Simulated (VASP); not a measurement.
All values below come from AM05 GGA, VASP's PBE PAW potentials (set 64) (plane waves; VASP).

VASP ran on this input.

INCAR:
```
SYSTEM = WSi2
PREC = Accurate
ENCUT = 520
EDIFF = 1E-7
NELM = 100
ALGO = Normal
LREAL = .FALSE.
LASPH = .TRUE.
ISMEAR = -5
GGA = AM
LMAXMIX = 6
LWAVE = .FALSE.
LCHARG = .TRUE.
LORBIT = 11
NEDOS = 601
ISIF = 2
LEFG = .TRUE.
```

POSCAR:
```
WSi2
4.5092870
 -0.3540283210   0.3540283210   0.8656373597
  0.3540283210  -0.3540283210   0.8656373597
  0.3540283210   0.3540283210  -0.8656373597
Si W
2 1
Direct
  0.6658581673   0.6658581673   1.0000000000
  0.3341418327   0.3341418327   0.0000000000
  1.0000000000   1.0000000000   0.0000000000
```

File KPOINTS:
```
Regular mesh
0
Gamma
  15 15 15
```

POTCAR, in this order: Si W_sv (PBE.64 set). Program: vasp_std.

What will the output report for the number of irreducible k-points (NKPTS), largest plane-wave count, number of space-group operations, FFT grid (NGX, NGY, NGZ)?

```
Item                                          Result
--------------------------------------  ------------
number of irreducible k-points (NKPTS)           288
largest plane-wave count                        1090
number of space-group operations                  16
FFT grid (NGX, NGY, NGZ)                36 × 36 × 36
```

The compound is WSi2 in the MoSi2 type structure. It was relaxed first.
